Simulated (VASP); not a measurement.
Ni:

```
Ni
1.0
     0.00000    1.76194    1.76194
     1.76194    0.00000    1.76194
     1.76194    1.76194    0.00000
Ni
1
Cartesian
  0.0000 0.0000 0.0000
```

Base run:

| Property | Result |
| --- | --- |
| Program | VASP 6.6.1 |
| Functional | PBE |
| Potentials or basis | VASP PAW PBE potentials, release 64 (Ni) |
| Cutoff | 600 eV |
| k mesh | 14 × 14 × 14 |
| Occupations | gaussian, width 0.1 eV |
| Spin | collinear spin, ferromagnetic start |
| Starting moments | [0.8] μB |

Its results: band gap on the k mesh none (metal or under the smearing width); pressure -1.2 GPa; net moment 0.59 μB per cell; site moments Ni +0.61 μB.

Q: The run is repeated on the same cell with these changes: cutoff from 600 eV to 520 eV; k mesh from 14 × 14 × 14 to 12 × 12 × 12. What comes out?

A: Band gap on the k mesh none (metal or under the smearing width); pressure -0.5 GPa; net moment 0.68 μB per cell; site moments Ni +0.69 μB.

Not every run made on this cell is shown here.
